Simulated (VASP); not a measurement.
```
Cd4S3Te
1.0
    0.00000     2.98851     2.98851
    2.98851     0.00000     2.98851
   11.99505    11.99505    -0.04102
Cd Te S
4 1 3
Direct
  0.02845   0.02845   0.97866
  0.97381   0.97381   0.26965
  0.99115   0.99115   0.50664
  0.00862   0.00862   0.74353
  0.24298   0.24298   0.06777
  0.23428   0.23428   0.32429
  0.25169   0.25169   0.56123
  0.26901   0.26901   0.79824
```

All values below come from PBEsol GGA, VASP's PBE PAW potentials (set 64) (plane waves; VASP). Numerical set-up: 400 eV cut-off, 10×10×3 Γ-centred mesh, tetrahedra with Blöchl corrections, potentials Cd Te S.

The cores are frozen, which limits the accuracy of field gradients.

Task: Give the principal components of the electric field gradient (V/Å²) and the asymmetry η at each nucleus.

Result: 
```csv
atom,Vxx,Vyy,Vzz,η
Cd1,9.5,9.5,-19.0,0.00
Cd2,-9.1,-9.1,18.2,0.00
Cd3,2.6,2.6,-5.1,0.00
Cd4,3.1,3.0,-6.1,0.00
Te5,-77.9,-77.9,155.8,0.00
S6,7.0,7.0,-14.0,0.00
S7,6.6,6.6,-13.2,0.00
S8,4.1,4.1,-8.3,0.00
```

The structure was generated: Cd4S3Te was put into an ordered model structure (R3m), which need not be its known phase. It was relaxed first.
